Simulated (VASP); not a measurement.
Computed with r2SCAN meta-GGA, VASP's PBE PAW potentials (set 64) (plane waves; VASP 6.6.1).

The input files of a VASP run:

### POSCAR
```
Sr
1
   -0.0000000000     3.0477713243     3.0477713243
    3.0477713243     0.0000000000     3.0477713243
    3.0477713243     3.0477713243    -0.0000000000
Sr
1
Direct
  0.0000000000   0.0000000000   0.0000000000
```

**KPOINTS**
```
Regular mesh
0
gamma
9 9 9
0 0 0
```

### INCAR
```
# general
SYSTEM  = Sr
PREC    = Accurate
ENCUT   = 400   # plane-wave cut-off (eV)
LREAL   = F   # projection in real space or not
LASPH   = T   # aspherical one-centre terms

# electronic loop
EDIFF   = 1E-8
NELM    = 100   # most electronic steps
ALGO    = Normal   # blocked Davidson
LMAXMIX = 4
LMIXTAU = T

# smearing
ISMEAR  = 1   # Methfessel-Paxton
SIGMA   = 0.1

# functional
METAGGA = R2SCAN

# ions
IBRION  = 1   # quasi-Newton
NSW     = 30   # most ionic steps
ISIF    = 2   # forces and stress, cell fixed
EDIFFG  = -0.001

# output
LWAVE   = F
LCHARG  = F
```

POTCAR, in this order: Sr_sv (PBE.64 set). Program: vasp_std.

What VASP printed:

File OSZICAR:
```
       N       E                     dE             d eps       ncg     rms          rms(c)
DAV:   1     0.151119723093E+02    0.15112E+02   -0.44914E+03   630   0.823E+02
DAV:   2    -0.170220274072E+02   -0.32134E+02   -0.31942E+02   681   0.151E+02
DAV:   3    -0.187495024541E+02   -0.17275E+01   -0.17069E+01  1009   0.272E+01
DAV:   4    -0.188088376593E+02   -0.59335E-01   -0.59279E-01   948   0.471E+00
DAV:   5    -0.188100282652E+02   -0.11906E-02   -0.11903E-02   994   0.417E-01    0.728E+00
DAV:   6    -0.148936895470E+02    0.39163E+01   -0.33012E+00   663   0.941E+00    0.662E+00
DAV:   7    -0.149621815651E+02   -0.68492E-01   -0.53937E-01   763   0.620E+00    0.595E+00
DAV:   8    -0.160013502038E+02   -0.10392E+01   -0.57185E-01   697   0.588E+00    0.322E+00
DAV:   9    -0.150667569822E+02    0.93459E+00   -0.78336E-01   683   0.557E+00    0.448E-01
DAV:  10    -0.149114993870E+02    0.15526E+00   -0.92953E-02   701   0.287E+00    0.341E-01
DAV:  11    -0.149271027207E+02   -0.15603E-01   -0.19554E-02   823   0.113E+00    0.475E-01
DAV:  12    -0.151068544897E+02   -0.17975E+00   -0.12904E-01   650   0.284E+00    0.219E-01
DAV:  13    -0.151094765690E+02   -0.26221E-02   -0.19240E-03   961   0.286E-01    0.205E-01
DAV:  14    -0.151096931959E+02   -0.21663E-03   -0.24129E-04   686   0.125E-01    0.210E-01
DAV:  15    -0.150995955002E+02    0.10098E-01   -0.67182E-03   630   0.968E-01    0.250E-01
DAV:  16    -0.151012434749E+02   -0.16480E-02   -0.16074E-03   636   0.351E-01    0.326E-01
DAV:  17    -0.150931604946E+02    0.80830E-02   -0.16242E-02   630   0.149E+00    0.661E-01
DAV:  18    -0.150923213779E+02    0.83912E-03   -0.13677E-03   927   0.268E-01    0.275E-01
DAV:  19    -0.150920278250E+02    0.29355E-03   -0.20593E-04   750   0.152E-01    0.872E-02
DAV:  20    -0.150920668875E+02   -0.39062E-04   -0.16234E-04   660   0.155E-01    0.877E-02
DAV:  21    -0.150920177178E+02    0.49170E-04   -0.15613E-04   636   0.154E-01    0.136E-01
DAV:  22    -0.150918836372E+02    0.13408E-03   -0.79931E-05   640   0.107E-01    0.122E-01
DAV:  23    -0.150918564780E+02    0.27159E-04   -0.70496E-05   636   0.823E-02    0.480E-02
DAV:  24    -0.150918359157E+02    0.20562E-04   -0.44882E-05   639   0.673E-02    0.432E-02
DAV:  25    -0.150918247215E+02    0.11194E-04   -0.52207E-06   679   0.198E-02    0.445E-02
DAV:  26    -0.150918191135E+02    0.56080E-05   -0.11879E-05   685   0.233E-02    0.214E-02
DAV:  27    -0.150918146732E+02    0.44402E-05   -0.65405E-06   671   0.147E-02    0.157E-02
DAV:  28    -0.150918135239E+02    0.11494E-05   -0.40612E-07   827   0.668E-03    0.837E-03
DAV:  29    -0.150918140033E+02   -0.47940E-06   -0.11144E-07   856   0.213E-03    0.530E-03
DAV:  30    -0.150918125700E+02    0.14333E-05   -0.18407E-07   761   0.315E-03    0.392E-03
DAV:  31    -0.150918136676E+02   -0.10976E-05   -0.19473E-08   845   0.147E-03    0.299E-03
DAV:  32    -0.150918130328E+02    0.63483E-06   -0.13009E-08   660   0.120E-03    0.189E-03
DAV:  33    -0.150918136765E+02   -0.64369E-06   -0.76283E-09   372   0.731E-04    0.769E-04
DAV:  34    -0.150918134586E+02    0.21788E-06   -0.16743E-09   335   0.368E-04    0.254E-04
DAV:  35    -0.150918137204E+02   -0.26184E-06   -0.66954E-10   333   0.269E-04    0.576E-05
DAV:  36    -0.150918136728E+02    0.47630E-07   -0.33512E-10   327   0.179E-04    0.101E-04
DAV:  37    -0.150918136996E+02   -0.26792E-07   -0.69779E-11   327   0.699E-05    0.544E-05
DAV:  38    -0.150918137011E+02   -0.15526E-08   -0.46263E-11   327   0.672E-05
   1 F= -.15091814E+02 E0= -.15090749E+02  d E =-.150918E+02
```

### OUTCAR
```
------------------------ aborting loop because EDIFF is reached ----------------------------------------
  FORCE on cell =-STRESS in cart. coord.  units (eV):
  Direction    XX          YY          ZZ          XY          YZ          ZX
  --------------------------------------------------------------------------------------
  Total       -0.0014351     -0.0014351     -0.0014351      0.0000000      0.0000000      0.0000000
  in kB       -0.0406096     -0.0406096     -0.0406096      0.0000000      0.0000000      0.0000000
  external PRESSURE =      -0.0406096 kB  Pullay stress =       0.0000000 kB
  volume of cell :       56.62
      direct lattice vectors                 reciprocal lattice vectors
     0.000000000  3.047771324  3.047771324    -0.164054303  0.164054303  0.164054303
     3.047771324  0.000000000  3.047771324     0.164054303 -0.164054303  0.164054303
     3.047771324  3.047771324  0.000000000     0.164054303  0.164054303 -0.164054303
 POSITION                                       TOTAL-FORCE (eV/Angst)
 -----------------------------------------------------------------------------------
      0.00000      0.00000      0.00000         0.000000     -0.000000     -0.000000
 -----------------------------------------------------------------------------------
    total drift:                               -0.000000     -0.000000     -0.000000
  FREE ENERGIE OF THE ION-ELECTRON SYSTEM (eV)
  ---------------------------------------------------
  free  energy   TOTEN  =       -15.0918137011 eV

  energy  without entropy=      -15.0886186090  energy(sigma->0) =      -15.09074867

 reached required accuracy - stopping structural energy minimisation
```
(Selected blocks of OUTCAR.)

File OUTCAR:
```
 val. band max:        1.4717357023   @ k =  -0.4444   0.1111   0.0000

 cond. band min:       1.4964306325   @ k =  -0.4444   0.2222   0.0000


 Fermi energy:         1.4762111287

 k-point     1 :       0.0000    0.0000    0.0000
  band No.  band energies     occupation
      1     -36.5729      2.00000
      2     -17.8344      2.00000
      3     -17.8344      2.00000
      4     -17.8344      2.00000
      5      -2.2805      2.00000
      6       4.1755      0.00000
      7       4.1756      0.00000
      8       4.1756      0.00000
      9       5.6764      0.00000

 k-point     2 :       0.1111    0.0000    0.0000
  band No.  band energies     occupation
      1     -36.5714      2.00000
      2     -17.8566      2.00000
      3     -17.8374      2.00000
      4     -17.8374      2.00000
      5      -2.0778      2.00000
      6       3.8415      0.00000
      7       4.2641      0.00000
      8       4.2641      0.00000
      9       5.5559      0.00000

 k-point     3 :       0.2222    0.0000    0.0000
  band No.  band energies     occupation
      1     -36.5675      2.00000
      2     -17.9119      2.00000
      3     -17.8448      2.00000
      4     -17.8448      2.00000
      5      -1.5015      2.00000
      6       3.1380     -0.00000
      7       4.3410      0.00000
      8       4.3410      0.00000
      9       5.5360      0.00000

 k-point     4 :       0.3333    0.0000    0.0000
  band No.  band energies     occupation
      1     -36.5630      2.00000
      2     -17.9738      2.00000
      3     -17.8532      2.00000
      4     -17.8532      2.00000
      5      -0.6522      2.00000
      6       2.3697     -0.00000
      7       4.1699      0.00000
      8       4.1700      0.00000
      9       6.0218      0.00000

 k-point     5 :       0.4444    0.0000    0.0000
  band No.  band energies     occupation
      1     -36.5601      2.00000
      2     -18.0135      2.00000
      3     -17.8587      2.00000
...
```

The compound is Sr in the fcc structure. It was relaxed first. The start is the result of an earlier pass.
